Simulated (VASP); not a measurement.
Given:

```xyz
2
Lattice="0.0000 2.3702 2.3702 2.3702 0.0000 2.3702 2.3702 2.3702 0.0000" Properties=species:S:1:pos:R:3 pbc="T T T"
Ca     0.0000     0.0000     0.0000
O      2.3702     2.3702     2.3702
```

All values below come from AM05 GGA, VASP's PBE PAW potentials (set 64) (plane waves; VASP). Run with 520 eV cut-off, 10×10×10 Γ-centred mesh, Gaussian smearing of 0.050 eV, potentials Ca_sv O.

### Question
The job: CaO (rock salt), 2 atoms, AM05, static run, 520 eV, 10×10×10 Γ-centred mesh. Roughly how much core time does it take on a busy server core?

### Answer
About 10 core-seconds (one run on a shared machine, a rough figure). It had 47 irreducible k-points, 12 bands, up to 728 plane waves and 15 electronic steps.

The compound is CaO in the rock salt structure. This cell is one point of a volume scan, at 0.97 of the reference volume.
